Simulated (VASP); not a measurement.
# In with and without spin-orbit coupling, part 2 of 4

Aim: run bands, DOS and a relaxation of In twice, without and with spin-orbit coupling. All runs use r2SCAN. Left out of this account: 1 further run (self-consistent run: a reference on another mesh). The start is a cell from a database of measured crystal structures.

VASP 6.6.1, plane waves and PAW; the level of theory is named at each step.

Still holding for the runs below: This run has no spin polarisation. Its electron count is odd, so without a moment it is a metal by construction.

So far. Step 2 (Band structure (r2SCAN)): There is no gap at this level.

### Step 3. Band structure (r2SCAN + SOC)

This step: r2SCAN, spin-orbit coupling; plane waves and PAW (In_d) (VASP 6.6.1).

Levels along the symmetry lines show where the bands peak and cross; KPOINTS_OPT computes them in the converged potential. Spin-orbit coupling needs spinors and the noncollinear program, where each band holds one electron.

Contents of INCAR:

```
SYSTEM = In
PREC = Accurate
ENCUT = 400
EDIFF = 1E-06
NELM = 100
ISMEAR = -1
SIGMA = 0.05
LREAL = .FALSE.
ALGO = Normal
METAGGA = R2SCAN
LASPH = .TRUE.
LNONCOLLINEAR = .TRUE.
MAGMOM = 0 0 0
NBANDS = 24
GGA_COMPAT = .FALSE.
LSORBIT = .TRUE.
LORBIT = 11
LWAVE = .FALSE.
LCHARG = .FALSE.
KPAR = 2
```

Contents of POSCAR:

```
In
1.0
   -1.6254700000      1.6254700000      2.4737000000
    1.6254700000     -1.6254700000      2.4737000000
    1.6254700000      1.6254700000     -2.4737000000
In
1
Direct
    0.0000000000      0.0000000000      0.0000000000
```

Contents of KPOINTS:

```
Automatic mesh
0
Gamma
14 14 14
0 0 0
```

Contents of KPOINTS_OPT:

```
Line mode
16
Line-mode
Reciprocal
  0.00000000   0.00000000   0.00000000 GAMMA
  0.00000000   0.00000000   0.50000000 X

  0.00000000   0.00000000   0.50000000 X
 -0.21589066   0.21589066   0.50000000 Y

 -0.21589066   0.21589066   0.50000000 Y
 -0.35794533   0.35794533   0.35794533 S

 -0.35794533   0.35794533   0.35794533 S
  0.00000000   0.00000000   0.00000000 GAMMA

  0.00000000   0.00000000   0.00000000 GAMMA
  0.50000000   0.50000000  -0.50000000 Z

  0.50000000   0.50000000  -0.50000000 Z
  0.35794533   0.64205467  -0.35794533 S1

  0.35794533   0.64205467  -0.35794533 S1
  0.00000000   0.50000000   0.00000000 N

  0.00000000   0.50000000   0.00000000 N
  0.25000000   0.25000000   0.25000000 P

  0.25000000   0.25000000   0.25000000 P
  0.50000000   0.50000000  -0.21589066 Y1

  0.50000000   0.50000000  -0.21589066 Y1
  0.50000000   0.50000000  -0.50000000 Z

  0.00000000   0.00000000   0.50000000 X
  0.25000000   0.25000000   0.25000000 P
```

PAW data sets: In_d (PBE family, release 64).

The run is started by

```bash
mpirun -np 2 vasp_ncl
```

Log:

```text
[banner, memory and clock lines left out]
running    2 mpi-ranks, on    1 nodes
 distrk:  each k-point on    1 cores,    2 groups
 distr:  one band on    1 cores,    1 groups

 POSCAR found type information on POSCAR In
 POSCAR found :  1 types and       1 ions
 [... a notice as in an earlier step ...]

 LDA part: xc-table for (None), standard interpolation
 POSCAR, INCAR and KPOINTS ok, starting setup
 FFT: planning ... GRIDC
 FFT: planning ... GRID_SOFT
 FFT: planning ... GRID
 WAVECAR not read
 entering main loop
       N       E                     dE             d eps       ncg     rms          rms(c)
DAV:   1     0.845342978845E+02    0.84534E+02   -0.53234E+03 12064   0.129E+03
DAV:   2    -0.154572352230E+02   -0.99992E+02   -0.96481E+02 12512   0.328E+02
DAV:   3    -0.247846854089E+02   -0.93275E+01   -0.92803E+01 14080   0.109E+02
DAV:   4    -0.250872564288E+02   -0.30257E+00   -0.30239E+00 15536   0.204E+01
DAV:   5    -0.251064012372E+02   -0.19145E-01   -0.19143E-01 18656   0.399E+00    0.367E+00
DAV:   6    -0.226031675357E+02    0.25032E+01   -0.98891E-01 14624   0.222E+01    0.156E+00
DAV:   7    -0.226030230733E+02    0.14446E-03   -0.17600E-02 17160   0.246E+00    0.106E+00
DAV:   8    -0.226094999007E+02   -0.64768E-02   -0.15056E-02 14248   0.161E+00    0.411E-01
DAV:   9    -0.226098587441E+02   -0.35884E-03   -0.18333E-03 18552   0.366E-01    0.334E-01
DAV:  10    -0.226098476619E+02    0.11082E-04   -0.27697E-05 16264   0.589E-02    0.317E-01
DAV:  11    -0.226096194079E+02    0.22825E-03   -0.15098E-03 16296   0.845E-01    0.944E-02
DAV:  12    -0.226096154565E+02    0.39514E-05   -0.41330E-05 14008   0.979E-02    0.778E-02
DAV:  13    -0.226096133264E+02    0.21301E-05   -0.17459E-06 14416   0.251E-02    0.610E-02
DAV:  14    -0.226096093435E+02    0.39830E-05   -0.22765E-05 16160   0.100E-01    0.179E-02
DAV:  15    -0.226096097894E+02   -0.44593E-06   -0.31266E-07 10504   0.706E-03
   1 F= -.22609610E+02 E0= -.22608019E+02  d E =-.318069E-02  mag=     0.0000    -0.0000    -0.0000
 Start KPOINTS_OPT (optional k-point list driver)
k-point batch [1-176\176]
       N       E                     dE             ncg
DAV:   1     0.872278697739E+04   -0.62017E+05     8664
DAV:   2    -0.888523736617E+04   -0.17608E+05     9152
DAV:   3    -0.105335273593E+05   -0.16483E+04     9792
DAV:   4    -0.105880656320E+05   -0.54538E+02    12144
DAV:   5    -0.105912106289E+05   -0.31450E+01    13048
DAV:   6    -0.105912496513E+05   -0.39022E-01    12288
DAV:   7    -0.105912513369E+05   -0.16857E-02    12472
DAV:   8    -0.105912513636E+05   -0.26641E-04    10104
DAV:   9    -0.105912513646E+05   -0.97522E-06     7488
```

It took 13 min on 2 MPI ranks of Intel Xeon Platinum 8488C (Sapphire Rapids), shared host; peak memory 0.79 GiB; 25 min of CPU time.

Parts of OUTCAR (step 3):

```text
The static configuration has the point symmetry D_4h.

 Found    244 irreducible k-points:

   k-points           NKPTS =    244   k-points in BZ     NKDIM =    244   number of bands    NBANDS=     24

   NELECT =      13.0000    total number of electrons

 E-fermi :   7.5384

 k-point     1 :       0.0000    0.0000    0.0000
  band No.  band energies     occupation
    ...
      8      -7.3092      1.00000
      9      -7.2454      1.00000
     10      -7.2454      1.00000
     11      -2.5484      1.00000
     12      -2.5484      1.00000
     13      18.1150      0.00000
     14      18.1150      0.00000
     15      18.9332      0.00000
     16      18.9332      0.00000
     17      19.1008      0.00000
    ...

 k-point     2 :       0.0714    0.0000    0.0000
  band No.  band energies     occupation
    ...
      8      -7.3075      1.00000
      9      -7.2456      1.00000
     10      -7.2456      1.00000
     11      -2.4304      1.00000
     12      -2.4304      1.00000
     13      17.0918      0.00000
     14      17.0918      0.00000
     15      18.2914      0.00000
     16      18.2914      0.00000
     17      18.7511      0.00000
    ...

  Total       -0.0070889     -0.0070889      0.0813841      0.0000000      0.0000000      0.0000000
  in kB       -0.4344322     -0.4344322      4.9875276      0.0000000      0.0000000      0.0000000
  external PRESSURE =       1.3728878 kB  Pullay stress =       0.0000000 kB

 POSITION                                       TOTAL-FORCE (eV/Angst)
 -----------------------------------------------------------------------------------
      0.00000      0.00000      0.00000         0.000000      0.000000      0.000000
 -----------------------------------------------------------------------------------
    total drift:                               -0.000000      0.000000      0.000000

  FREE ENERGIE OF THE ION-ELECTRON SYSTEM (eV)
  ---------------------------------------------------
  free  energy   TOTEN  =       -22.6096097894 eV

  energy  without entropy=      -22.6064290986  energy(sigma->0) =      -22.60801944

 Spin-Orbit-Coupling matrix elements
 Ion:    1  E_soc:     -0.0672564

 total charge
# of ion       s       p       d       tot
------------------------------------------
    1        0.990   0.529   9.848  11.366

 magnetization (x)
# of ion       s       p       d       tot
------------------------------------------
    1        0.000   0.000   0.000   0.000

 magnetization (y)
# of ion       s       p       d       tot
------------------------------------------
    1        0.000   0.000  -0.000  -0.000

 magnetization (z)
# of ion       s       p       d       tot
------------------------------------------
    1        0.000  -0.000   0.000   0.000

[... 7 parts as in an earlier step ...]

[... 5 further parts left out ...]
```

Numbers from this step:

* bands: 24
* free energy (TOTEN): -22.61 eV
* energy at zero smearing: -22.61 eV
* Fermi energy: 7.538 eV
* pressure: 0.1373 GPa

On-site spin-orbit energy by atom:

```tsv
atom	on-site spin-orbit energy (eV)
In1	-0.0673
```

Electronic bands along the path, in eV, zero at the Fermi level; # counts the bands kept, so #1 is VASP's band 11:

```tsv
point	#1	#2	#3	#4	#5	#6	#7	#8
Γ	-10.09	-10.09	10.58	10.58	11.39	11.39	11.56	11.56
0.53 of the way	-7.76	-7.76	5.61	5.61	6.22	6.22	6.53	6.53
X	-2.24	-2.24	-1.60	-1.60	3.56	3.56	4.21	4.21
0.53 of the way	-1.71	-1.71	-1.50	-1.50	2.07	2.07	2.32	2.32
Y	-1.63	-1.63	-0.47	-0.47	0.06	0.06	1.43	1.43
0.47 of the way	-2.26	-2.26	-1.01	-1.01	-0.30	-0.30	3.45	3.45
S	-2.57	-2.57	-1.41	-1.41	-0.58	-0.58	6.44	6.44
0.47 of the way	-7.68	-7.68	3.02	3.02	3.75	3.75	11.00	11.00
Γ	-10.09	-10.09	10.58	10.58	11.39	11.39	11.56	11.56
0.53 of the way	-8.07	-8.07	4.81	4.81	6.56	6.56	6.93	6.93
Z	-3.00	-3.00	-2.95	-2.95	4.75	4.75	5.13	5.13
0.53 of the way	-2.76	-2.76	-2.50	-2.50	2.05	2.05	5.38	5.38
S1	-2.57	-2.57	-1.41	-1.41	-0.58	-0.58	6.44	6.44
0.53 of the way	-4.05	-4.05	-3.00	-3.00	3.90	3.90	8.23	8.23
N	-4.51	-4.51	-3.64	-3.64	7.87	7.87	9.68	9.68
0.47 of the way	-3.75	-3.75	-2.65	-2.65	4.80	4.80	5.90	5.90
P	-1.16	-1.16	-0.37	-0.37	-0.08	-0.08	1.87	1.87
0.53 of the way	-1.84	-1.84	-1.26	-1.26	0.25	0.25	4.78	4.78
Y1	-1.63	-1.63	-0.47	-0.47	0.06	0.06	1.43	1.43
0.53 of the way	-2.63	-2.63	-2.27	-2.27	2.55	2.55	3.08	3.08
Z	-3.00	-3.00	-2.95	-2.95	4.75	4.75	5.13	5.13
jump to X	-2.24	-2.24	-1.60	-1.60	3.56	3.56	4.21	4.21
0.47 of the way	-1.78	-1.78	-1.44	-1.44	2.09	2.09	2.93	2.93
P	-1.16	-1.16	-0.37	-0.37	-0.08	-0.08	1.87	1.87
```

The electronic bands as a text plot (rows in eV, shown from -8.0 to 1.4 only; labels by their first letter):

```
    1.2 |                *                                *
    0.8 |          *
    0.4 |                *                          *****       *
    0.1 |           *                *   **        *     *
   -0.3 |           *** *                          *
   -0.7 |       *    * *                            *   **      *
   -1.1 |          *  *                              ***        *
   -1.5 |        ****  *                  *       ****  * *  ***
   -1.9 |         *                   *  *       *    ** *    *
   -2.3 |        *   **                 *  *              ** *
   -2.7 |              *               ***        *        **
   -3.1 |       *                      *  * *   **          *
   -3.5 |                                  * ***
   -3.9 |               *             *         *
   -4.3 |                                   ** *
   -4.7 |      *                              *
   -5.1 |
   -5.4 |                *           *
   -5.8 |
   -6.2 |
   -6.6 |     *
   -7.0 |    *            *         *
   -7.4 |
   -7.8 |
         Γ      X   Y  S       Γ      Z  S    N    P    Y   Z|X P
```

There is no gap at this level. Without the coupling there was no gap either. The run took 5.8 times the core time, with 24 spinor bands against 17.

Of the bands kept, 4 cross the Fermi level on this path (spinor bands, one electron each).

### Step 4. Density of states (r2SCAN)

This step: r2SCAN; plane waves and PAW (In_d) (VASP 6.6.1).

Here the states are counted by energy and projected on the atoms.

Contents of INCAR:

```
SYSTEM = In
PREC = Accurate
ENCUT = 400
EDIFF = 1E-06
NELM = 100
ISMEAR = -5
SIGMA = 0.05
LREAL = .FALSE.
ALGO = Normal
METAGGA = R2SCAN
LASPH = .TRUE.
NBANDS = 17
LORBIT = 11
LWAVE = .FALSE.
LCHARG = .FALSE.
KPAR = 2
NEDOS = 2001
```

POSCAR is that of step 3.

KPOINTS is that of step 3.

The run is started by

```bash
mpirun -np 2 vasp_std
```

Log:

```text
[... set-up lines as in an earlier step ...]
 entering main loop
       N       E                     dE             d eps       ncg     rms          rms(c)
DAV:   1     0.585804334214E+02    0.58580E+02   -0.48014E+03  8740   0.824E+02
DAV:   2    -0.201605487618E+02   -0.78741E+02   -0.74970E+02  9329   0.231E+02
DAV:   3    -0.249709140329E+02   -0.48104E+01   -0.47911E+01 10626   0.532E+01
DAV:   4    -0.250646281387E+02   -0.93714E-01   -0.93653E-01 10622   0.714E+00
DAV:   5    -0.250683734950E+02   -0.37454E-02   -0.37452E-02 12088   0.132E+00    0.365E+00
DAV:   6    -0.225658790717E+02    0.25025E+01   -0.84822E-01 10558   0.156E+01    0.151E+00
DAV:   7    -0.225659699043E+02   -0.90833E-04   -0.15332E-02 11836   0.171E+00    0.104E+00
DAV:   8    -0.225730698934E+02   -0.71000E-02   -0.15372E-02 10534   0.126E+00    0.333E-01
DAV:   9    -0.225729630835E+02    0.10681E-03   -0.98254E-04 11887   0.249E-01    0.354E-01
DAV:  10    -0.225733306835E+02   -0.36760E-03   -0.18210E-04 13318   0.172E-01    0.261E-01
DAV:  11    -0.225725125993E+02    0.81808E-03   -0.19132E-03 12435   0.756E-01    0.752E-01
DAV:  12    -0.225725751895E+02   -0.62590E-04   -0.11868E-04 11712   0.984E-02    0.389E-01
DAV:  13    -0.225725826045E+02   -0.74150E-05   -0.12166E-05 12324   0.204E-02    0.251E-01
DAV:  14    -0.225725816762E+02    0.92828E-06   -0.15712E-05 12253   0.672E-02    0.697E-02
DAV:  15    -0.225725842404E+02   -0.25642E-05   -0.73295E-06 12648   0.456E-02    0.215E-02
DAV:  16    -0.225725841776E+02    0.62818E-07   -0.98336E-08  5027   0.371E-03
   1 F= -.22572584E+02 E0= -.22572584E+02  d E =0.000000E+00
 -----------------------------------------------------------------------------
|                                                                             |
|           W    W    AA    RRRRR   N    N  II  N    N   GGGG   !!!           |
|           W    W   A  A   R    R  NN   N  II  NN   N  G    G  !!!           |
|           W    W  A    A  R    R  N N  N  II  N N  N  G       !!!           |
|           W WW W  AAAAAA  RRRRR   N  N N  II  N  N N  G  GGG   !            |
|           WW  WW  A    A  R   R   N   NN  II  N   NN  G    G                |
|           W    W  A    A  R    R  N    N  II  N    N   GGGG   !!!           |
|                                                                             |
|     Tetrahedron method does not include variations of the Fermi             |
|     occupations, so forces and stress will be inaccurate. We suggest        |
|     using a different smearing scheme ISMEAR = 1 or 2 for metals in         |
|     relaxations.                                                            |
|                                                                             |
 -----------------------------------------------------------------------------
```

Elapsed: 1.9 min, on 2 MPI ranks; peak memory 0.37 GiB; 3.8 min of CPU time.

From OUTCAR (step 4):

```text
The static configuration has the point symmetry D_4h.

 Found    244 irreducible k-points:

   NELECT =      13.0000    total number of electrons

 E-fermi :   7.5181

 k-point     1 :       0.0000    0.0000    0.0000
  band No.  band energies     occupation
    ...
      2      -7.6981      2.00000
      3      -7.6980      2.00000
      4      -7.6165      2.00000
      5      -7.4981      2.00000
      6      -2.5465      2.00000
      7      18.6562      0.00000
      8      18.6563      0.00000
      9      18.8776      0.00000
     10      19.6837      0.00000
     11      21.9853      0.00000
    ...

 k-point     2 :       0.0714    0.0000    0.0000
  band No.  band energies     occupation
    ...
      2      -7.6987      2.00000
      3      -7.6895      2.00000
      4      -7.6148      2.00000
      5      -7.5015      2.00000
      6      -2.4285      2.00000
      7      17.2080      0.00000
      8      18.4849      0.00000
      9      18.4991      0.00000
     10      19.5084      0.00000
     11      22.4568      0.00000
    ...

  Total        0.0613824      0.0613824      0.0350881      0.0000000      0.0000000      0.0000000
  in kB        3.7617454      3.7617454      2.1503288      0.0000000      0.0000000      0.0000000
  external PRESSURE =       3.2246065 kB  Pullay stress =       0.0000000 kB

 POSITION                                       TOTAL-FORCE (eV/Angst)
 -----------------------------------------------------------------------------------
      0.00000      0.00000      0.00000         0.000000      0.000000      0.000000
 -----------------------------------------------------------------------------------
    total drift:                                0.000000      0.000000      0.000000

  FREE ENERGIE OF THE ION-ELECTRON SYSTEM (eV)
  ---------------------------------------------------
  free  energy   TOTEN  =       -22.5725841776 eV

  energy  without entropy=      -22.5725841776  energy(sigma->0) =      -22.57258418

 total charge
# of ion       s       p       d       tot
------------------------------------------
    1        0.993   0.527   9.847  11.367

[... 8 parts as in an earlier step ...]

[... 5 further parts left out ...]
```

With tetrahedra the forces and stress of a metal are not exact derivatives of the energy.

This step gave:

```
SCF cycles             : 16
bands                  : 17
free energy (TOTEN)    : -22.57 eV
Fermi energy           : 7.518 eV
pressure               : 0.3225 GPa
DOS at the Fermi level : 0.3730 states/eV/cell
```

The density of states has structure finer than the step of the table below, so its rows give means over 1 eV, whole bins alone (the curve runs from -12.0 to 7.90 eV). Peaks (eV: height): total -4.3: 0.404, -1.0: 0.550, 4.1: 0.668; In p -1.0: 0.174, 5.1: 0.267; In s -4.3: 0.173, -0.6: 0.0863; In d 5.1: 0.0388.

States under -12.0 eV and over 7.9 eV are left out. The density of states by energy, zero at the Fermi level; means over each step; values in states/eV/cell:

```tsv
energy (eV)	total	In p	In s	In d
-11	0	0	0	0
-10	0.0363	5.4e-4	0.0177	0
-9	0.143	0.00573	0.0663	4.4e-4
-8	0.201	0.0140	0.0872	0.00155
-7	0.246	0.0235	0.101	0.00313
-6	0.289	0.0329	0.115	0.00515
-5	0.356	0.0414	0.145	0.00861
-4	0.361	0.0419	0.155	0.00950
-3	0.344	0.0588	0.125	0.00772
-2	0.331	0.0907	0.0672	0.00823
-1	0.490	0.154	0.0733	0.0152
0	0.401	0.124	0.0680	0.0142
1	0.479	0.156	0.0657	0.0215
2	0.490	0.167	0.0557	0.0250
3	0.548	0.197	0.0459	0.0314
4	0.633	0.244	0.0368	0.0366
5	0.638	0.258	0.0289	0.0383
6	0.570	0.240	0.0212	0.0365
7	0.496	0.221	0.0153	0.0319
```

Of the states within 0.3 eV of the Fermi level, the largest shares in the PAW spheres are In p 31 % and In s 17 %. The rest lies in smaller channels or between the spheres.

(Part 2 of 4 ends here.)

[Lines on the potential files, build, host, timing and source positions are cut from VASP's logs without a mark.]

[Logs are printed without paths, hosts, clocks, repeated set-up lines and the standing remarks that a program may print on its own settings, such as how far it seeks lower states.]

[Hosts, paths, dates, database ids (printed as entryN), source tags and the programs' standing remarks are cut or masked in the printed files.]

[A measured line is paired with the nearest computed mode of its activity, which favours agreement.]
